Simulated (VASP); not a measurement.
**Nb: relaxation of cell and atoms with LDA**

Nb:

```
Nb
1.0
    -1.62318    1.62318    1.62318
     1.62318   -1.62318    1.62318
     1.62318    1.62318   -1.62318
Nb
1
Direct
  0.00000 0.00000 0.00000
```

The cell was built by a generator and needn't be a form met in nature.

* Program: VASP 6.6.1
* Task: relaxation of cell and atoms
* Functional: LDA
* Potentials or basis: VASP PAW LDA potentials, release 64 (Nb_sv)
* Cutoff: 600 eV
* k mesh: 16 × 16 × 16
* Occupations: methfessel-paxton, width 0.1 eV
* Spin: no spin polarisation
* Further INCAR settings: ALGO = Normal; EDIFF = 1e-07; IBRION = 2; EDIFFG = -0.005; NSW = 90; ISIF = 3

```json
{
  "Relaxed volume": "17.10 Å³/atom",
  "Relaxed cell": "a = 2.811 Å, b = 2.811 Å, c = 2.811 Å, α = 109.47°, β = 109.47°, γ = 109.47°",
  "Space group after relaxing (to 0.05 Å)": "Im-3m (No. 229)",
  "Energy gained by relaxing": "0.0 meV/atom",
  "Ionic steps": "3",
  "Pressure after relaxing": "0.0 GPa",
  "Band gap on the k mesh": "none (metal or under the smearing width)"
}
```

Final structure:
```
CELL_PARAMETERS angstrom
-1.62312 1.62312 1.62312
1.62312 -1.62312 1.62312
1.62312 1.62312 -1.62312
ATOMIC_POSITIONS crystal
Nb 0.00000 0.00000 0.00000
```

Levels at points of the mesh, in eV from the Fermi level:
| k point | band 2 | band 3 | band 4 | band 5 | band 6 | band 7 | band 8 | band 9 | band 10 |
| --- | --- | --- | --- | --- | --- | --- | --- | --- | --- |
| (0.00, 0.00, 0.00) | -29.32 | -29.32 | -29.32 | -5.99 | 0.34 | 0.34 | 0.34 | 3.42 | 3.42 |
| (0.50, 0.00, 0.00) | -30.94 | -29.83 | -29.34 | -3.94 | -1.82 | 2.63 | 3.48 | 4.21 | 6.84 |
| (0.50, 0.50, 0.50) | -30.42 | -30.42 | -30.42 | -4.03 | -4.03 | 6.00 | 6.00 | 6.00 | 9.54 |

Wall time 23 s on 1 thread of Intel(R) Xeon(R) Platinum 8488C (Sapphire Rapids), on a shared host, peak memory 0.15 GiB.
